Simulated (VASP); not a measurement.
Output of a VASP run:

### OUTCAR
```
 ion  position               nearest neighbor table
   1  0.000  0.000  0.000-
   2  0.500  0.500  0.500-
  LATTYP: Found a face centered cubic cell.
 ALAT       =     3.9585880000
 Subroutine PRICEL returns:
 Original cell was already a primitive cell.
 Subroutine GETGRP returns: Found 48 space group operations
The static configuration has the point symmetry O_h .
The dynamic configuration has the point symmetry O_h .
 Subroutine INISYM returns: Found 48 space group operations
 Subroutine IBZKPT returns following result:
 Found     29 irreducible k-points:

 Following reciprocal coordinates:
            Coordinates               Weight
  0.000000  0.000000  0.000000      1.000000
  0.125000  0.000000  0.000000      8.000000
  0.250000  0.000000  0.000000      8.000000
  0.375000  0.000000  0.000000      8.000000
  0.500000  0.000000  0.000000      4.000000
  0.125000  0.125000  0.000000      6.000000
  0.250000  0.125000  0.000000     24.000000
  0.375000  0.125000  0.000000     24.000000
  0.500000  0.125000  0.000000     24.000000
 -0.375000  0.125000  0.000000     24.000000
 -0.250000  0.125000  0.000000     24.000000
 -0.125000  0.125000  0.000000     12.000000
  0.250000  0.250000  0.000000      6.000000
  0.375000  0.250000  0.000000     24.000000
  0.500000  0.250000  0.000000     24.000000
 -0.375000  0.250000  0.000000     24.000000
 -0.250000  0.250000  0.000000     12.000000
  0.375000  0.375000  0.000000      6.000000
  0.500000  0.375000  0.000000     24.000000
 -0.375000  0.375000  0.000000     12.000000
  0.500000  0.500000  0.000000      3.000000
  0.375000  0.250000  0.125000     24.000000
  0.500000  0.250000  0.125000     48.000000
 -0.375000  0.250000  0.125000     24.000000
  0.500000  0.375000  0.125000     24.000000
 -0.375000  0.375000  0.125000     48.000000
 -0.250000  0.375000  0.125000     24.000000
 -0.375000  0.500000  0.125000     12.000000
 -0.250000  0.500000  0.250000      6.000000
 Subroutine IBZKPT_HF returns following result:
   k-points           NKPTS =     29   k-points in BZ     NKDIM =    512   number of bands    NBANDS=      6
   number of dos      NEDOS =    301   number of ions     NIONS =      2
   total plane-waves  NPLWV =   5832
   dimension x,y,z NGX =    18 NGY =   18 NGZ =   18
   dimension x,y,z NGXF=    36 NGYF=   36 NGZF=   36
   ions per type =               1   1
   PREC   = accura    normal or accurate (medium, high low for compatibility)
   ISTART =      0    job   : 0-new  1-cont  2-samecut
   ICHARG =      2    charge: 1-file 2-atom 10-const
   ISPIN  =      1    spin polarized calculation?
   LNONCOLLINEAR =      F non collinear calculations
   LSORBIT =      F    spin-orbit coupling
   INIWAV =      1    electr: 0-lowe 1-rand  2-diag
   ENCUT  =  400.0 eV  29.40 Ry    5.42 a.u.   4.56  4.56  4.56*2*pi/ulx,y,z
   NELM   =    100;   NELMIN=  2; NELMDL= -5     # of ELM steps
   EDIFF  = 0.1E-05   stopping-criterion for ELM
   LREAL  =      F    real-space projection
   NLSPLINE    = F    spline interpolate recip. space projectors
   LMAXMIX     =    2 max onsite mixed and CHGCAR
   VOSKOWN=      0    Vosko Wilk Nusair interpolation
   EDIFFG = 0.1E-04   stopping-criterion for IOM
   NSW    =      0    number of steps for IOM
   NBLOCK =      1;   KBLOCK =      1    inner block; outer block
   IBRION =     -1    ionic relax: 0-MD 1-quasi-New 2-CG
   NFREE  =      0    steps in history (QN), initial steepest desc. (CG)
   ISIF   =      2    stress and relaxation
   ISYM   =      3    0-nonsym 1-usesym 2-fastsym
   TEIN   =    0.0    initial temperature
   TEBEG  =    0.0;   TEEND  =   0.0 temperature during run
   SMASS  =  -3.00    Nose mass-parameter (am)
   PSTRESS=    0.0 pullay stress
   NELECT =       4.0000    total number of electrons
   EFERMI =   0.00;   METHOD = LEGACY
   ISMEAR =     0;   SIGMA  =   0.01  broadening in eV -4-tet -1-fermi 0-gaus
...
```

OSZICAR:
```
       N       E                     dE             d eps       ncg     rms          rms(c)
DAV:   1    -0.274026168575E+01   -0.27403E+01   -0.13047E+03   378   0.528E+02
DAV:   2    -0.688702242757E+01   -0.41468E+01   -0.41468E+01   492   0.599E+01
DAV:   3    -0.693085623080E+01   -0.43834E-01   -0.43834E-01   420   0.630E+00
DAV:   4    -0.693140409858E+01   -0.54787E-03   -0.54787E-03   480   0.582E-01
DAV:   5    -0.719681481789E+01   -0.26541E+00   -0.20020E-01   348   0.294E+00    0.319E+00
DAV:   6    -0.691206918469E+01    0.28475E+00   -0.19088E-01   348   0.215E+00    0.164E+00
DAV:   7    -0.684535642939E+01    0.66713E-01   -0.13513E-01   438   0.182E+00    0.746E-01
DAV:   8    -0.683557117215E+01    0.97853E-02   -0.39641E-02   408   0.997E-01    0.347E-01
DAV:   9    -0.683469586126E+01    0.87531E-03   -0.88533E-03   456   0.483E-01    0.185E-01
DAV:  10    -0.683479604195E+01   -0.10018E-03   -0.16571E-03   474   0.214E-01    0.112E-01
DAV:  11    -0.683489669772E+01   -0.10066E-03   -0.26747E-04   504   0.890E-02    0.721E-02
DAV:  12    -0.683494674366E+01   -0.50046E-04   -0.46060E-05   528   0.408E-02    0.463E-02
DAV:  13    -0.683496889191E+01   -0.22148E-04   -0.94087E-06   486   0.214E-02    0.295E-02
DAV:  14    -0.683497841502E+01   -0.95231E-05   -0.27825E-06   498   0.127E-02    0.186E-02
DAV:  15    -0.683498255027E+01   -0.41353E-05   -0.97137E-07   432   0.801E-03    0.117E-02
DAV:  16    -0.683498428125E+01   -0.17310E-05   -0.37409E-07   270   0.513E-03    0.736E-03
DAV:  17    -0.683498497858E+01   -0.69733E-06   -0.16712E-07   252   0.344E-03
   1 F= -.68349850E+01 E0= -.68349850E+01  d E =-.157422E-35
```

OUTCAR:
```
------------------------ aborting loop because EDIFF is reached ----------------------------------------
  FORCE on cell =-STRESS in cart. coord.  units (eV):
  Direction    XX          YY          ZZ          XY          YZ          ZX
  --------------------------------------------------------------------------------------
  Total       -0.2407871     -0.2407871     -0.2407871      0.0000000     -0.0000000      0.0000000
  in kB      -24.8761341    -24.8761341    -24.8761341      0.0000000     -0.0000000      0.0000000
  external PRESSURE =     -24.8761341 kB  Pullay stress =       0.0000000 kB
  volume of cell :       15.51
      direct lattice vectors                 reciprocal lattice vectors
     0.000000000  1.979294000  1.979294000    -0.252615326  0.252615326  0.252615326
     1.979294000  0.000000000  1.979294000     0.252615326 -0.252615326  0.252615326
     1.979294000  1.979294000  0.000000000     0.252615326  0.252615326 -0.252615326
  FREE ENERGIE OF THE ION-ELECTRON SYSTEM (eV)
  ---------------------------------------------------
  free  energy   TOTEN  =        -6.8349849786 eV

  energy  without entropy=       -6.8349849786  energy(sigma->0) =       -6.83498498

  exchange ACFDT corr.  =         0.00000000  see jH, gK, PRB 81, 115126
```
(Selected blocks of OUTCAR.)

**POSCAR**
```
LiH
1
    0.0000000000     1.9792940000     1.9792940000
    1.9792940000     0.0000000000     1.9792940000
    1.9792940000     1.9792940000     0.0000000000
Li H
1 1
Direct
  0.0000000000   0.0000000000   0.0000000000
  0.5000000000   0.5000000000   0.5000000000
```

Reconstruct the remaining input files.

This is not unique; one that fits is the input of the run itself, HSE06 screened hybrid, plane waves, VASP's PBE PAW potentials (set 64).

**INCAR**
```
SYSTEM = LiH
PREC = Accurate; ENCUT = 400; LREAL = .False.
LASPH = .True.; ISYM = 3
EDIFF = 1E-6; NELM = 100; ALGO = Normal
ISMEAR = 0; SIGMA = 0.01
GGA = PE; LHFCALC = .True.; AEXX = 0.25
HFSCREEN = 0.2; PRECFOCK = Fast
ISIF = 2
LWAVE = .False.; LCHARG = .False.
```

File KPOINTS:
```
Automatic mesh
0
Gamma
8 8 8
0 0 0
```

POTCAR, in this order: Li_sv H (PBE.64 set). Program: vasp_std.

At this cut-off the stress carries a Pulay error, which pulls relaxed volumes low.

The structure comes from a computed database's LiH entry; how it stands against other phases isn't given here. The cell was not relaxed at this level. The run is one of a series of settings (KPOINTS 8×8×8 Γ-centred mesh against the base run), some of them coarse on purpose.
